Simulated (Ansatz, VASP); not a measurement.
# Cross-check of YCl between VASP and Ansatz, part 2 of 2

One calculation is typed for both programs; each brings its own data sets. How far apart do they land? Of the first pair: The structure shown is the start of the Ansatz relaxation below; VASP solves that cell, so the two are compared at the walk's first step.

VASP 6.6.1 and Ansatz 0.2.0.

So far: The starting structure; Ansatz: relaxation, LDA; VASP: single point, LDA, start cell, pair 1.

### 4. Side by side

Known differences besides the potentials themselves: Ansatz cuts the interaction across the vacuum, VASP repeats the sheet with a dipole correction; the cutoff is 420 eV in Ansatz and 400 eV in VASP; VASP's log shows a relativistic correction to its local exchange, Ansatz's none. Total energies have different zeros and are not compared.

Forces (eV/Å; atoms numbered as in POSCAR):

| atom | Ansatz x, y, z | VASP x, y, z |
| --- | --- | --- |
| Y1 | 0.000, 0.000, -0.720 | 0.000, 0.000, -0.711 |
| Y2 | 0.000, 0.000, 0.720 | 0.000, 0.000, 0.711 |
| Cl3 | 0.000, 0.000, 0.373 | 0.000, 0.000, 0.369 |
| Cl4 | 0.000, 0.000, -0.373 | 0.000, 0.000, -0.369 |

The forces differ by 3.9 meV/Å r.m.s., which is 1.2 % of the r.m.s. force of 0.327 eV/Å (both taken over all components). With vacuum in the cell, a pressure given here is an average over mostly empty space and none of the material.

### 5. Ansatz: relaxation, LDA

This run makes the geometry at which the two programs are then compared.

The structure compared here is the end of the Ansatz relaxation.

The input, input.yaml:

```yaml
crystal:
  lattice:
    - [3.7028308812, 0.0, 0.0]
    - [1.8514154406, 3.206745609, 0.0]
    - [0.0, 0.0, 21.801412]
  atoms:
    - { symbol: "Y", position: [0.6666666667, 0.6666666667, 0.43856383] }
    - { symbol: "Y", position: [0.3333333333, 0.3333333333, 0.56143617] }
    - { symbol: Cl, position: [0.0, 0.0, 0.35814385] }
    - { symbol: Cl, position: [0.0, 0.0, 0.64185615] }
  periodic: [true, true, false]
kpoints:
  mp_grid: { grid: [7, 7, 1] }
scf:
  occupations: { method: fermi_dirac, width: 0.05 }
hamiltonian:
  xc: lda
output:
  forces: true
  stress: true
relax:
  f_tol: 0.02
  max_steps: 50
  cell: {}
```

The run is started by

```console
$ ansatz run input.yaml --threads 1 --pin off --max-ram 4096MiB --backend cpu --events-out ev --progress --plain --runs-dir out
```

Numbers of over 12 decimals in the logs are rounded to 6 here.

Log:

```text
[...]
Crystal: 4 atoms, lattice volume = 429.492 Å³
Basis set: ecut = 420 eV, 8449 PW (Γ)
Bands: 22, of which v1, the nominal top of the filled ones, is band 18 counted from 1 (17 counted from 0)
Symmetry: 12 space group operations
[...]
k-points: 8 of 49
[...]
P = ½ c Tr σ = -0.0033 N/m
--- Relaxed structure (6 steps of the walk, 5 accepted, 1 SCFs on fresh bases) ---
[...]
cell:  # Å, volume = 408.8837 Å³
    - [3.612904, 0.0, 0.0]
    - [1.806452, 3.128866, 0.0]
    - [0.0, 0.0, 36.170657]
  atoms:
    - { symbol: Y, position: [0.666667, 0.666667, 0.262811] }
    - { symbol: Y, position: [0.333333, 0.333333, 0.339926] }
    - { symbol: Cl, position: [0, 0, 0.214843] }
    - { symbol: Cl, position: [0, 0, 0.387894] }
[key lines of the parts left out:]
SCF converged after 5 iterations
Free energy (F): -9585.168221 eV
Fermi energy:    -4.914252 eV
```

### 6. VASP: single point, LDA, relaxed cell, pair 2

The same cell, functional (in two slightly different forms), mesh and smearing now go to VASP, with its own data sets.

The input, INCAR:

```
SYSTEM = YCl
PREC = Accurate
ENCUT = 400
EDIFF = 1E-06
NELM = 120
ISMEAR = -1
SIGMA = 0.05
LREAL = .FALSE.
ALGO = Normal
GGA = PW92
NBANDS = 24
LASPH = .TRUE.
LORBIT = 11
LWAVE = .FALSE.
LCHARG = .FALSE.
ISIF = 2
LDIPOL = .TRUE.
IDIPOL = 3
DIPOL = 0.5 0.5 0.301
LVHAR = .TRUE.
GGA_COMPAT = .FALSE.
NELMDL = -8
```

The input, POSCAR:

```
YCl
1.0
    3.6129037569      0.0000000000      0.0000000000
    1.8064518785      3.1288664349      0.0000000000
    0.0000000000      0.0000000000     36.1706574835
Y Cl
2 2
Direct
    0.6666666668      0.6666666666      0.2628114564
    0.3333333334      0.3333333332      0.3399260528
    0.0000000001      0.9999999999      0.2148434501
    0.0000000001      0.9999999999      0.3878940590
```

The input, KPOINTS:

```
Automatic mesh
0
Gamma
7 7 1
0 0 0
```

The projector-augmented-wave data sets are Y_sv and Cl (LDA family, release 64).

The run is started by

```console
$ mpirun -np 1 vasp_std
```

Log:

```text
[banner, memory and clock lines left out]
running    1 mpi-ranks, on    1 nodes
[...]
[... a notice as in an earlier step ...]

 LDA part: xc-table for (Slater(with rela. corr.)+PW92), standard interpolation
 POSCAR, INCAR and KPOINTS ok, starting setup
[...]
entering main loop
       N       E                     dE             d eps       ncg     rms          rms(c)
DAV:   1     0.212938044902E+03    0.21294E+03   -0.14204E+04   512   0.949E+02
DAV:   2     0.735748855936E+01   -0.20558E+03   -0.20134E+03   504   0.236E+02
DAV:   3    -0.234974719178E+02   -0.30855E+02   -0.30543E+02   632   0.718E+01
DAV:   4    -0.252429335837E+02   -0.17455E+01   -0.17338E+01   616   0.178E+01
[...]
DAV:  24    -0.243402514115E+02   -0.57984E-05   -0.17159E-07   360   0.881E-04    0.215E-04
DAV:  25    -0.243402524115E+02   -0.10001E-05   -0.23292E-08   376   0.408E-04    0.215E-04
DAV:  26    -0.243402532049E+02   -0.79338E-06   -0.23563E-08   360   0.351E-04
   1 F= -.24340253E+02 E0= -.24314377E+02  d E =-.517531E-01
```

Parts of OUTCAR (step 6):

```text
  Total       -0.0582947     -0.0582947     -0.0352275     -0.0000000      0.0000000     -0.0000000
  in kB       -0.2284229     -0.2284229     -0.1380359     -0.0000000      0.0000000     -0.0000000
  external PRESSURE =      -0.1982939 kB  Pullay stress =       0.0000000 kB

 POSITION                                       TOTAL-FORCE (eV/Angst)
 -----------------------------------------------------------------------------------
      3.61290      2.08591      9.50606         0.000000      0.000000      0.010550
      1.80645      1.04296     12.29535        -0.000000     -0.000000     -0.010550
      1.80645      3.12887      7.77103        -0.000000      0.000000     -0.005898
      1.80645      3.12887     14.03038         0.000000     -0.000000      0.005898
 -----------------------------------------------------------------------------------
    total drift:                               -0.000001      0.000001      0.000038

  FREE ENERGIE OF THE ION-ELECTRON SYSTEM (eV)
  ---------------------------------------------------
  free  energy   TOTEN  =       -24.3402532049 eV

  energy  without entropy=      -24.2885001376  energy(sigma->0) =      -24.31437667

[... 1 part as in an earlier step ...]

[... 2 further parts left out ...]
[key lines of the parts left out:]
E-fermi :  -2.7674
```

### 7. Side by side

At this near-relaxed geometry the largest component of a force difference is 10 meV/Å. With vacuum in the cell, a pressure given here is an average over mostly empty space and none of the material.

### 8. Summary of results

```yaml
r_m_s_force_difference_single_point_lda_start_cell_pair_1: 1.2 % of the r.m.s. force
r_m_s_force_difference_single_point_lda_relaxed_cell_pair_2: 4.8 meV/Å
```

**Reading.** The r.m.s. force difference is 1.2 % of the r.m.s. force (single point, LDA, start cell, pair 1), within the 3 % picked in this series as the mark of a large difference. How closely two codes agree says nothing of how well the functional describes the real material.

[Lines on the potential files, build, host, timing and source positions are cut from VASP's logs without a mark.]

[Logs are printed without paths, hosts, clocks, repeated set-up lines and the standing remarks that a program may print on its own settings, such as how far it seeks lower states.]

[Hosts, paths, dates, database ids (printed as entryN), source tags and the programs' standing remarks are cut or masked in the printed files.]
